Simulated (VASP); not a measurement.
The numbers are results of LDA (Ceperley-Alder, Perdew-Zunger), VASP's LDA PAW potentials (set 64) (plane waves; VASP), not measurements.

The input files of a VASP run:

**KPOINTS**
```
k-points along high-symmetry lines
15
Line-mode
Reciprocal
  0.000000   0.000000   0.000000 ! GAMMA
  0.500000   0.000000   0.500000 ! X

  0.500000   0.000000   0.500000 ! X
  0.625000   0.250000   0.625000 ! U

  0.375000   0.375000   0.750000 ! K
  0.000000   0.000000   0.000000 ! GAMMA

  0.000000   0.000000   0.000000 ! GAMMA
  0.500000   0.500000   0.500000 ! L

  0.500000   0.500000   0.500000 ! L
  0.500000   0.250000   0.750000 ! W

  0.500000   0.250000   0.750000 ! W
  0.500000   0.000000   0.500000 ! X
```

**POSCAR**
```
PbTe
1
    0.0000000000     3.1915908012     3.1915908012
    3.1915908012     0.0000000000     3.1915908012
    3.1915908012     3.1915908012     0.0000000000
Te Pb
1 1
Direct
  0.5000000000   0.5000000000   0.5000000000
  0.0000000000   0.0000000000   0.0000000000
```

**INCAR**
```
SYSTEM = PbTe
PREC = Accurate
ENCUT = 400
EDIFF = 1E-7
NELM = 100
ALGO = Normal
LREAL = .FALSE.
LASPH = .TRUE.
ISMEAR = 0
SIGMA = 0.05
LMAXMIX = 4
LWAVE = .FALSE.
LCHARG = .FALSE.
LORBIT = 11
ICHARG = 11
```

POTCAR, in this order: Te Pb_d (LDA.64 set). Program: vasp_std. Read from the step before: CHGCAR.

Output

**OSZICAR**
```
       N       E                     dE             d eps       ncg     rms          rms(c)
DAV:   1     0.141441467637E+03    0.14144E+03   -0.81015E+03  2520   0.114E+03
DAV:   2     0.122483491029E+01   -0.14022E+03   -0.13748E+03  2664   0.312E+02
DAV:   3    -0.887734194329E+01   -0.10102E+02   -0.98645E+01  3384   0.923E+01
DAV:   4    -0.912930194116E+01   -0.25196E+00   -0.25186E+00  3146   0.179E+01
DAV:   5    -0.913683844935E+01   -0.75365E-02   -0.75363E-02  3542   0.254E+00
DAV:   6    -0.913719710993E+01   -0.35866E-03   -0.35866E-03  3454   0.483E-01
DAV:   7    -0.913719947716E+01   -0.23672E-05   -0.23672E-05  3578   0.405E-02
DAV:   8    -0.913719951992E+01   -0.42765E-07   -0.42771E-07  2912   0.565E-03
   1 F= -.91371995E+01 E0= -.91371995E+01  d E =-.455201E-16
```

File OUTCAR:
```
 val. band max:        5.9118641927   @ k =   0.5000   0.5000   0.5000

 cond. band min:       6.4687222556   @ k =   0.5000   0.5000   0.5000



 k-point     1 :       0.0000    0.0000    0.0000
  band No.  band energies     occupation
      1     -10.8333      2.00000
      2     -10.8333      2.00000
      3     -10.8165      2.00000
      4     -10.8165      2.00000
      5     -10.8165      2.00000
      6      -6.4637      2.00000
      7       0.3245      2.00000
      8       4.4163      2.00000
      9       4.4163      2.00000
     10       4.4163      2.00000
     11       9.9323      0.00000
     12       9.9323      0.00000
     13       9.9323      0.00000
     14      11.6004      0.00000

 k-point     2 :       0.0357    0.0000    0.0357
  band No.  band energies     occupation
      1     -10.8339      2.00000
      2     -10.8332      2.00000
      3     -10.8166      2.00000
      4     -10.8161      2.00000
      5     -10.8161      2.00000
      6      -6.4482      2.00000
      7       0.2671      2.00000
      8       4.3916      2.00000
      9       4.3916      2.00000
     10       4.5097      2.00000
     11       9.6729      0.00000
     12       9.9292      0.00000
     13       9.9292      0.00000
     14      11.4763      0.00000

 k-point     3 :       0.0714    0.0000    0.0714
  band No.  band energies     occupation
      1     -10.8358      2.00000
      2     -10.8326      2.00000
      3     -10.8170      2.00000
      4     -10.8150      2.00000
      5     -10.8150      2.00000
      6      -6.4019      2.00000
      7       0.1114      2.00000
      8       4.3200      2.00000
      9       4.3200      2.00000
     10       4.7667      2.00000
     11       9.0645      0.00000
     12       9.9290      0.00000
     13       9.9290      0.00000
     14      11.2010      0.00000

 k-point     4 :       0.1071    0.0000    0.1071
  band No.  band energies     occupation
      1     -10.8390      2.00000
...
```

The density is held fixed in this step, so its total energy and stress have no physical meaning. Unless said otherwise, spin-orbit coupling is left out, though it shifts the bands of the heavy elements here.

The compound is PbTe in the rock salt structure. It was relaxed first.
